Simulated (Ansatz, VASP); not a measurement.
## CoSi: VASP beside Ansatz

Wanted: the spread between two codes on one cell, functional and k mesh. The cell is taken from a series of runs on this material, whose earlier steps may have relaxed, scaled, displaced or heated it; both programs get it as it stands.

Method: plane waves, with VASP 6.6.1 beside it; relaxation of cell and atoms at PBE, in Ansatz 0.2.0.

## (1) Set-up

It takes space group P2_13 (No. 198, cubic). Conventional cell: a = 4.441 Å, b = 4.441 Å, c = 4.441 Å, α = 90.00°, β = 90.00°, γ = 90.00°. Nearest to Co lie 7 Si at 2.33 to 2.43 Å. Nearest to Si lie 7 Co at 2.33 to 2.43 Å. Farther neighbours are not listed.

As a file:

```cif
data_structure
_symmetry_space_group_name_H-M 'P2_13'
_symmetry_Int_Tables_number 198
_cell_length_a 4.4410
_cell_length_b 4.4410
_cell_length_c 4.4410
_cell_angle_alpha 90.000
_cell_angle_beta 90.000
_cell_angle_gamma 90.000
_cell_volume 87.59
loop_
_atom_site_label
_atom_site_type_symbol
_atom_site_symmetry_multiplicity
_atom_site_Wyckoff_symbol
_atom_site_fract_x
_atom_site_fract_y
_atom_site_fract_z
_atom_site_occupancy
Co1 Co 4 a 0.85410 0.64590 0.35410 1
Si1 Si 4 a 0.15654 0.34346 0.65654 1
```

## (2) VASP: relaxation of cell and atoms, PBE

The relaxed volume is the usual yardstick between codes: in a stiff, nearly cubic crystal its relative difference is about their pressure difference at one cell divided by the bulk modulus.

Lines of VASP's logs that name or quote its potential files are left out, and so is its time.

INCAR

```
SYSTEM = CoSi
PREC = Accurate
ENCUT = 600
EDIFF = 1E-07
NELM = 120
ISMEAR = 0
SIGMA = 0.1
LREAL = .FALSE.
ALGO = Normal
GGA = PE
NBANDS = 34
LASPH = .TRUE.
LORBIT = 11
LWAVE = .FALSE.
LCHARG = .FALSE.
ISIF = 3
IBRION = 2
NSW = 80
EDIFFG = -0.005
GGA_COMPAT = .FALSE.
NELMIN = 4
KPAR = 2
```

POSCAR

```
CoSi
1.0
    4.4410000000      0.0000000000      0.0000000000
    0.0000000000      4.4410000000      0.0000000000
    0.0000000000      0.0000000000      4.4410000000
Co Si
4 4
Direct
    0.8540965999      0.6459034001      0.3540965999
    0.6459034001      0.3540965999      0.8540965999
    0.3540965999      0.8540965999      0.6459034001
    0.1459034001      0.1459034001      0.1459034001
    0.1565392930      0.3434607070      0.6565392930
    0.3434607070      0.6565392930      0.1565392930
    0.6565392930      0.1565392930      0.3434607070
    0.8434607070      0.8434607070      0.8434607070
```

KPOINTS

```
Automatic mesh
0
Gamma
8 8 8
0 0 0
```

The projector-augmented-wave data sets are Co and Si (PBE family, release 64).

Started as:

```bash
> mpirun -np 2 vasp_std
```

Numbers of over 12 decimals in the logs are rounded to 6 here.

What it wrote:

```text
[banner, memory and clock lines left out]
running    2 mpi-ranks, on    1 nodes
 distrk:  each k-point on    1 cores,    2 groups
 distr:  one band on    1 cores,    1 groups

 POSCAR found type information on POSCAR CoSi
 POSCAR found :  2 types and       8 ions
 LDA part: xc-table for (Slater+PW92), standard interpolation
 POSCAR, INCAR and KPOINTS ok, starting setup
 FFT: planning ... GRIDC
 FFT: planning ... GRID_SOFT
 FFT: planning ... GRID
 WAVECAR not read
 entering main loop
       N       E                     dE             d eps       ncg     rms          rms(c)
DAV:   1     0.373918615355E+03    0.37392E+03   -0.24487E+04  3060   0.195E+03
DAV:   2    -0.283856577014E+02   -0.40230E+03   -0.38811E+03  3060   0.399E+02
DAV:   3    -0.591684549038E+02   -0.30783E+02   -0.29428E+02  3372   0.132E+02
DAV:   4    -0.606483002225E+02   -0.14798E+01   -0.14593E+01  4040   0.257E+01
DAV:   5    -0.606994367132E+02   -0.51136E-01   -0.51011E-01  4008   0.457E+00    0.273E+01
DAV:   6    -0.672014895258E+02   -0.65021E+01   -0.13907E+02  4270   0.143E+02    0.282E+01
DAV:   7    -0.546002742708E+02    0.12601E+02   -0.55559E+01  3694   0.103E+02    0.740E+00
DAV:   8    -0.548581534698E+02   -0.25788E+00   -0.48373E+00  3458   0.118E+01    0.307E+00
DAV:   9    -0.547522054375E+02    0.10595E+00   -0.31609E-01  4590   0.673E+00    0.107E+00
DAV:  10    -0.547474290764E+02    0.47764E-02   -0.19575E-02  3896   0.924E-01    0.321E-01
DAV:  11    -0.547463691722E+02    0.10599E-02   -0.31965E-03  5248   0.600E-01    0.114E-01
DAV:  12    -0.547463015566E+02    0.67616E-04   -0.24482E-04  4368   0.151E-01    0.399E-02
DAV:  13    -0.547462994815E+02    0.20751E-05   -0.95683E-05  4852   0.673E-02    0.383E-02
DAV:  14    -0.547462944485E+02    0.50330E-05   -0.26306E-05  4472   0.441E-02    0.276E-03
DAV:  15    -0.547462945111E+02   -0.62527E-07   -0.14668E-06  3716   0.996E-03    0.138E-03
DAV:  16    -0.547462945290E+02   -0.17939E-07   -0.38132E-08  1750   0.186E-03
   1 F= -.54746295E+02 E0= -.54742838E+02  d E =-.547463E+02
[... from here on, the cycles between the ionic steps are left out ...]
   2 F= -.54744833E+02 E0= -.54741497E+02  d E =0.146173E-02
   3 F= -.54750639E+02 E0= -.54747239E+02  d E =-.434411E-02
   4 F= -.54750637E+02 E0= -.54747237E+02  d E =-.434250E-02
   5 F= -.54750853E+02 E0= -.54747444E+02  d E =-.216295E-03
   6 F= -.54751023E+02 E0= -.54747594E+02  d E =-.386453E-03
   7 F= -.54751030E+02 E0= -.54747604E+02  d E =-.392902E-03
   8 F= -.54751030E+02 E0= -.54747604E+02  d E =-.392824E-03
 curvature:  -1.45 expect dE=-0.126E-04 dE for cont linesearch -0.633E-07
 ZBRENT: accuracy reached
 trial: gam= 0.02573 g(F)=  0.699E-05 g(S)=  0.172E-05 ort = 0.362E-05 (trialstep = 0.123E+01)
 search vector abs. value=  0.909E-05
 bond charge predicted
       N       E                     dE             d eps       ncg     rms          rms(c)
DAV:   1    -0.547510595481E+02   -0.29672E-04   -0.11877E-03  3534   0.280E-01    0.463E-02
DAV:   2    -0.547510831477E+02   -0.23600E-04   -0.49896E-04  4034   0.293E-01    0.497E-02
DAV:   3    -0.547510364301E+02    0.46718E-04   -0.20456E-04  3914   0.193E-01    0.953E-03
DAV:   4    -0.547510363057E+02    0.12437E-06   -0.70315E-06  3246   0.183E-02    0.272E-03
DAV:   5    -0.547510361619E+02    0.14387E-06   -0.30622E-07  3028   0.553E-03    0.137E-03
DAV:   6    -0.547510361762E+02   -0.14371E-07   -0.15849E-07  1718   0.241E-03
   9 F= -.54751036E+02 E0= -.54747612E+02  d E =-.632666E-05
 trial-energy change:   -0.000006  1 .order   -0.000004   -0.000011    0.000002
 step:   1.1205(harm=  1.0290)  dis= 0.00016  next Energy=   -54.751036 (dE=-0.642E-05)
 reached required accuracy - stopping structural energy minimisation
```

Parts of OUTCAR (step 2):

```text
ion  position               nearest neighbor table
   1  0.854  0.646  0.354-   5 2.33   6 2.34   7 2.34   8 2.34   7 2.43   6 2.43   8 2.43   2 2.73
                             2 2.73   3 2.73   4 2.73   3 2.73   4 2.73
   2  0.646  0.354  0.854-   6 2.33   5 2.34   8 2.34   7 2.34   5 2.43   8 2.43   7 2.43   1 2.73
                             1 2.73   3 2.73   3 2.73   4 2.73   4 2.73
   3  0.354  0.854  0.646-   7 2.33   5 2.34   8 2.34   6 2.34   5 2.43   8 2.43   6 2.43   1 2.73
                             4 2.73   2 2.73   2 2.73   1 2.73   4 2.73
   4  0.146  0.146  0.146-   8 2.33   7 2.34   6 2.34   5 2.34   7 2.43   6 2.43   5 2.43   2 2.73
                             3 2.73   1 2.73   3 2.73   1 2.73   2 2.73
   5  0.157  0.343  0.657-   1 2.33   2 2.34   3 2.34   4 2.34   3 2.43   2 2.43   4 2.43   8 2.75
                             6 2.75   6 2.75   8 2.75   7 2.75   7 2.75
   6  0.343  0.657  0.157-   2 2.33   1 2.34   4 2.34   3 2.34   1 2.43   4 2.43   3 2.43   8 2.75
                             5 2.75   5 2.75   7 2.75   7 2.75   8 2.75
   7  0.657  0.157  0.343-   3 2.33   1 2.34   4 2.34   2 2.34   1 2.43   4 2.43   2 2.43   8 2.75
                             8 2.75   5 2.75   6 2.75   6 2.75   5 2.75
   8  0.843  0.843  0.843-   4 2.33   3 2.34   2 2.34   1 2.34   3 2.43   2 2.43   1 2.43   5 2.75
                             6 2.75   7 2.75   7 2.75   5 2.75   6 2.75

  LATTYP: Found a simple cubic cell.
 ALAT       =     4.4410000000

 Subroutine GETGRP returns: Found 12 space group operations
 (whereof  3 operations were pure point group operations)

The static configuration has the point symmetry C_3 .
 The point group associated with its full space group is T   .

 Found     45 irreducible k-points:

   k-points           NKPTS =     45   k-points in BZ     NKDIM =     45   number of bands    NBANDS=     34

   dimension x,y,z NGX =    36 NGY =   36 NGZ =   36
   dimension x,y,z NGXF=    72 NGYF=   72 NGZF=   72

   ENCUT  =  600.0 eV  44.10 Ry    6.64 a.u.   8.87  8.87  8.87*2*pi/ulx,y,z

   NELECT =      52.0000    total number of electrons

 k-points in reciprocal lattice and weights: Automatic mesh
   0.00000000  0.00000000  0.00000000       0.002
   0.12500000  0.00000000  0.00000000       0.012
   0.25000000  0.00000000  0.00000000       0.012
   0.37500000  0.00000000  0.00000000       0.012
   0.50000000  0.00000000  0.00000000       0.006
   0.12500000  0.12500000  0.00000000       0.023
   0.25000000  0.12500000  0.00000000       0.023
  -0.12500000  0.25000000  0.00000000       0.023
   0.37500000  0.12500000  0.00000000       0.023
[...]
0.50000000  0.50000000  0.37500000       0.012
   0.50000000  0.50000000  0.50000000       0.002

 average (electrostatic) potential at core
       1 -76.3202       2 -76.3202       3 -76.3202       4 -76.3202       5 -77.6320
       6 -77.6320       7 -77.6320       8 -77.6320

 E-fermi :  12.1350

 k-point     1 :       0.0000    0.0000    0.0000
  band No.  band energies     occupation
    ...
     23      11.3425      2.00000
     24      11.3425      2.00000
     25      12.1129      1.24582
     26      12.1129      1.24582
     27      12.1129      1.24582
     28      14.6170      0.00000
     29      14.6170      0.00000
     30      14.6170      0.00000
     31      15.0336      0.00000
     32      15.0336      0.00000
    ...

 k-point     2 :       0.1250    0.0000    0.0000
  band No.  band energies     occupation
    ...
     22      11.3149      2.00000
     23      11.3471      2.00000
     24      11.3786      2.00000
     25      11.9313      1.99604
     26      12.0669      1.66473
     27      12.4093      0.00011
     28      14.1222      0.00000
     29      14.2673      0.00000
     30      14.5696      0.00000
     31      14.6590      0.00000
    ...

 k-point     3 :       0.2500    0.0000    0.0000
  band No.  band energies     occupation
    ...
     22      11.2393      2.00000
     23      11.3654      2.00000
     24      11.4643      2.00000
     25      11.8092      2.00000
     26      11.9366      1.99498
     27      12.8611      0.00000
     28      13.7864      0.00000
     29      13.8074      0.00000
     30      14.0341      0.00000
     31      14.5364      0.00000
    ...

  Total        0.0200074      0.0200074      0.0200074      0.0000000      0.0000000      0.0000000
  in kB        0.3688433      0.3688433      0.3688433      0.0000000      0.0000000      0.0000000
  external PRESSURE =       0.3688433 kB  Pullay stress =       0.0000000 kB

  energy-cutoff  :      600.00
  volume of cell :       86.91
      direct lattice vectors                 reciprocal lattice vectors
     4.429482837  0.000000000 -0.000000000     0.225759990  0.000000000  0.000000000
    -0.000000000  4.429482837 -0.000000000    -0.000000000  0.225759990  0.000000000
     0.000000000 -0.000000000  4.429482837     0.000000000  0.000000000  0.225759990

 POSITION                                       TOTAL-FORCE (eV/Angst)
 -----------------------------------------------------------------------------------
      3.78677      2.85746      1.57202         0.000296     -0.000296      0.000296
      2.85746      1.57202      3.78677        -0.000296      0.000296      0.000296
      1.57202      3.78677      2.85746         0.000296      0.000296     -0.000296
      0.64272      0.64272      0.64272        -0.000296     -0.000296     -0.000296
      0.69456      1.52018      2.90930        -0.000793      0.000793     -0.000793
      1.52018      2.90930      0.69456         0.000793     -0.000793     -0.000793
      2.90930      0.69456      1.52018        -0.000793     -0.000793      0.000793
      3.73492      3.73492      3.73492         0.000793      0.000793      0.000793
 -----------------------------------------------------------------------------------
    total drift:                               -0.000000      0.000000      0.000000

  FREE ENERGIE OF THE ION-ELECTRON SYSTEM (eV)
  ---------------------------------------------------
  free  energy   TOTEN  =       -54.7510361762 eV

  energy  without entropy=      -54.7441885822  energy(sigma->0) =      -54.74761238

 reached required accuracy - stopping structural energy minimisation

 total charge
# of ion       s       p       d       tot
------------------------------------------
    1        0.437   0.618   7.566   8.621
    2        0.437   0.618   7.566   8.621
    3        0.437   0.618   7.566   8.621
    4        0.437   0.618   7.566   8.621
    5        0.725   0.884   0.000   1.609
    6        0.725   0.884   0.000   1.609
    7        0.725   0.884   0.000   1.609
    8        0.725   0.884   0.000   1.609
--------------------------------------------------
tot          4.646   6.009  30.263  40.918

[... 3 further parts left out ...]
```

CONTCAR:

```
CoSi
   1.00000000000000
     4.4294828365686225    0.0000000000000000   -0.0000000000000000
    -0.0000000000000000    4.4294828365686225   -0.0000000000000000
     0.0000000000000000   -0.0000000000000000    4.4294828365686225
  Co              Si
     4     4
Direct
     0.8549002447720953    0.6450997552279047    0.3549002447720953
     0.6450997552279047    0.3549002447720953    0.8549002447720953
     0.3549002447720953    0.8549002447720953    0.6450997552279047
     0.1450997552279048    0.1450997552279048    0.1450997552279048
     0.1568045514203475    0.3431954485796525    0.6568045514203475
     0.3431954485796525    0.6568045514203475    0.1568045514203475
     0.6568045514203475    0.1568045514203475    0.3431954485796525
     0.8431954485796525    0.8431954485796525    0.8431954485796525
```

This run has no spin polarisation, so a moment on Co, if there is one, isn't seen. The run keeps the 12 symmetry operations of its start, so it cannot find a distortion of lower symmetry.

[end of part 1 of 2]

[Lines on the potential files, build, host, timing and source positions are cut from VASP's logs without a mark.]

[Logs are printed without paths, hosts, clocks, repeated set-up lines and the standing remarks that a program may print on its own settings, such as how far it seeks lower states.]

[Hosts, paths, dates, database ids (printed as entryN), source tags and the programs' standing remarks are cut or masked in the printed files.]
